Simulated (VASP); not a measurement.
Calculation: optB88-vdW, VASP's PBE PAW potentials (set 64) (plane waves; VASP 6.6.1).

VASP input:

**KPOINTS**
```
Automatic mesh
0
Gamma
8 8 8
0 0 0
```

INCAR:
```
# general
SYSTEM    =  Li2S
PREC      =  Accurate
ENCUT     =  520
LREAL     =  .FALSE.
LASPH     =  .TRUE.

# electronic loop
EDIFF     =  1E-7
NELM      =  100
ALGO      =  Normal

# smearing
ISMEAR    =  -5

# functional
GGA       =  BO
LUSE_VDW  =  .TRUE.
AGGAC     =  0.0
PARAM1    =  0.1833333333
PARAM2    =  0.22

# ions
ISIF      =  2

# output
LWAVE     =  .FALSE.
LCHARG    =  .TRUE.
LORBIT    =  11
NEDOS     =  601

# other
LEFG      =  .TRUE.
```

### POSCAR
```
Li2S
4.019080
  0.0000000000   0.7071067495   0.7071067495
  0.7071067495   0.0000000000   0.7071067495
  0.7071067495   0.7071067495   0.0000000000
Li S
2 1
Cart
  0.3535533747   0.3535533747   0.3535533747
  1.0606601242   1.0606601242   1.0606601242
  0.0000000000   0.0000000000   0.0000000000
```

POTCAR, in this order: Li_sv S (PBE.64 set). Program: vasp_std.

Task: Estimate the energy per atom (σ→0), band gap (on the k-mesh).

Result: 
```yaml
energy per atom (σ→0): -2.978 eV/atom
band gap (on the k-mesh): 3.45 eV
```

File OSZICAR:
```
...
DAV:   8    -0.893355042003E+01   -0.98331E-02   -0.39374E-02   740   0.148E+00    0.682E-01
DAV:   9    -0.893241401267E+01    0.11364E-02   -0.47368E-03   724   0.389E-01    0.176E-01
DAV:  10    -0.893272988280E+01   -0.31587E-03   -0.67405E-04   646   0.201E-01    0.968E-02
DAV:  11    -0.893273696449E+01   -0.70817E-05   -0.35560E-05   882   0.598E-02    0.396E-02
DAV:  12    -0.893273941256E+01   -0.24481E-05   -0.13688E-05   652   0.252E-02    0.190E-02
DAV:  13    -0.893273898743E+01    0.42513E-06   -0.11990E-06   794   0.981E-03    0.447E-03
DAV:  14    -0.893273896656E+01    0.20867E-07   -0.43652E-08   508   0.220E-03
   1 F= -.89327390E+01 E0= -.89327390E+01  d E =0.000000E+00
```

The compound is Li2S in the antifluorite structure. It was relaxed first.
